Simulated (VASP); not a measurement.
Computed with PBEsol GGA, VASP's PBE PAW potentials (set 64) (plane waves; VASP).

VASP input:

INCAR:
```
ALGO  =  Normal
EDIFF  =  1E-7
ENCUT  =  480
GGA  =  PS
ISIF  =  2
ISMEAR  =  1
LASPH  =  T
LCHARG  =  F
LMAXMIX  =  4
LREAL  =  F
LWAVE  =  F
NELM  =  100
PREC  =  Accurate
SIGMA  =  0.1
SYSTEM  =  NiAl
```

File KPOINTS:
```
Automatic mesh
0
Gamma
12 12 12
0 0 0
```

**POSCAR**
```
NiAl
1
    2.8628019766     0.0000000000     0.0000000000
    0.0000000000     2.8628019766     0.0000000000
    0.0000000000     0.0000000000     2.8628019766
Al Ni
1 1
Direct
  0.5000000000   0.5000000000   0.5000000000
  0.0523962192   0.0000000000   0.0000000000
```

POTCAR, in this order: Al Ni (PBE.64 set). Program: vasp_std.

Output of the run:

File OUTCAR:
```
 ion  position               nearest neighbor table
   1  0.500  0.500  0.500-   2 2.40   2 2.40   2 2.40   2 2.40   2 2.57   2 2.57   2 2.57   2 2.57
  LATTYP: Found a simple cubic cell.
 ALAT       =     2.8628019766
 Subroutine PRICEL returns:
 Original cell was already a primitive cell.
 Subroutine GETGRP returns: Found  8 space group operations
The static configuration has the point symmetry C_4v.
The dynamic configuration has the point symmetry C_4v.
 Subroutine INISYM returns: Found  8 space group operations
 Subroutine IBZKPT returns following result:
 Found    196 irreducible k-points:

 Following reciprocal coordinates:
            Coordinates               Weight
  0.000000  0.000000  0.000000      1.000000
  0.083333  0.000000  0.000000      2.000000
  0.000000  0.083333  0.000000      4.000000
  0.166667  0.000000  0.000000      2.000000
  0.000000  0.166667  0.000000      4.000000
  0.250000  0.000000  0.000000      2.000000
  0.000000  0.250000  0.000000      4.000000
  0.333333  0.000000  0.000000      2.000000
  0.000000  0.333333  0.000000      4.000000
  0.416667  0.000000  0.000000      2.000000
...
```

### OSZICAR
```
       N       E                     dE             d eps       ncg     rms          rms(c)
DAV:   1     0.364634141789E+02    0.36463E+02   -0.53934E+03  3920   0.132E+03
DAV:   2    -0.119517959991E+02   -0.48415E+02   -0.45937E+02  3940   0.202E+02
DAV:   3    -0.131255670299E+02   -0.11738E+01   -0.11631E+01  4618   0.405E+01
DAV:   4    -0.131448947637E+02   -0.19328E-01   -0.19318E-01  4704   0.475E+00
DAV:   5    -0.131454684867E+02   -0.57372E-03   -0.57371E-03  4514   0.838E-01    0.128E+01
DAV:   6    -0.150574703646E+02   -0.19120E+01   -0.63246E+01  4344   0.139E+02    0.159E+01
DAV:   7    -0.115401447191E+02    0.35173E+01   -0.17600E+01  4308   0.819E+01    0.116E+00
DAV:   8    -0.115300281740E+02    0.10117E-01   -0.43959E-01  4880   0.840E+00    0.105E+00
DAV:   9    -0.115146921468E+02    0.15336E-01   -0.56942E-02  4636   0.387E+00    0.213E-01
DAV:  10    -0.115141942091E+02    0.49794E-03   -0.20237E-03  4562   0.726E-01    0.803E-02
DAV:  11    -0.115141910714E+02    0.31377E-05   -0.68488E-05  4436   0.752E-02    0.274E-02
DAV:  12    -0.115141898984E+02    0.11731E-05   -0.87715E-06  4804   0.537E-02    0.929E-03
DAV:  13    -0.115141893085E+02    0.58982E-06   -0.37722E-07  4188   0.517E-03    0.169E-03
DAV:  14    -0.115141892952E+02    0.13371E-07   -0.17897E-07  2240   0.697E-03
   1 F= -.11514189E+02 E0= -.11514264E+02  d E =0.223759E-03
```

**OUTCAR**
```
------------------------ aborting loop because EDIFF is reached ----------------------------------------
  FORCE on cell =-STRESS in cart. coord.  units (eV):
  Direction    XX          YY          ZZ          XY          YZ          ZX
  --------------------------------------------------------------------------------------
  Total        0.1185357      0.2947555      0.2947555      0.0000000     -0.0000000     -0.0000000
  in kB        8.0944215     20.1279061     20.1279061      0.0000000     -0.0000000     -0.0000000
  external PRESSURE =      16.1167446 kB  Pullay stress =       0.0000000 kB
  volume of cell :       23.46
      direct lattice vectors                 reciprocal lattice vectors
     2.862801977  0.000000000  0.000000000     0.349308128  0.000000000  0.000000000
     0.000000000  2.862801977  0.000000000     0.000000000  0.349308128  0.000000000
     0.000000000  0.000000000  2.862801977     0.000000000  0.000000000  0.349308128
 POSITION                                       TOTAL-FORCE (eV/Angst)
 -----------------------------------------------------------------------------------
      1.43140      1.43140      1.43140         0.932401      0.000000     -0.000000
      0.15000      0.00000      0.00000        -0.932401     -0.000000      0.000000
 -----------------------------------------------------------------------------------
    total drift:                               -0.000243      0.000000      0.000010
  FREE ENERGIE OF THE ION-ELECTRON SYSTEM (eV)
  ---------------------------------------------------
  free  energy   TOTEN  =       -11.5141892952 eV

  energy  without entropy=      -11.5144130545  energy(sigma->0) =      -11.51426388
```
(Selected blocks of OUTCAR.)

The compound is NiAl in the CsCl type structure. This cell was strained or had an atom moved on purpose. The run is not spin-polarised, so no magnetic state was tried. The electron count is odd and the run is not spin-polarised, which forces a metal.
